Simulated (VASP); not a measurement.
```yaml
crystal:
  lattice:
    - [1.79500, -3.10903, 0.00000]
    - [1.79500, 3.10903, 0.00000]
    - [0.00000, 0.00000, 5.65000]
  atoms:
    - { symbol: Dy, position: [0.33333, 0.66667, 0.25000] }
    - { symbol: Dy, position: [0.66667, 0.33333, 0.75000] }
```

Level of theory: PBE GGA with D4 dispersion, VASP's PBE PAW potentials (set 64) (plane waves; VASP 6.6.1). Run with 400 eV cut-off, 11×11×6 Γ-centred mesh, first-order Methfessel-Paxton smearing of 0.10 eV, potentials Dy_3.

The 4f electrons are frozen in the core of the lanthanide potential, so 4f levels, which can set the real gap, and their magnetism are missing.

Estimate the energy per atom (σ→0), band gap (on the k-mesh) with the smallest direct gap where there is one.

| Item | Result |
|---|---|
| band gap (on the k-mesh) | none (metal, semimetal or under 0.01 eV) |
| energy per atom (σ→0) | -4.787 eV/atom |

The absolute energy has meaning only against runs of the same code, potentials and settings.

The compound is Dy in the hcp structure. The cell was not relaxed at this level. The run is one of a series of settings (IVDW = 13 against the base run), some of them coarse on purpose.
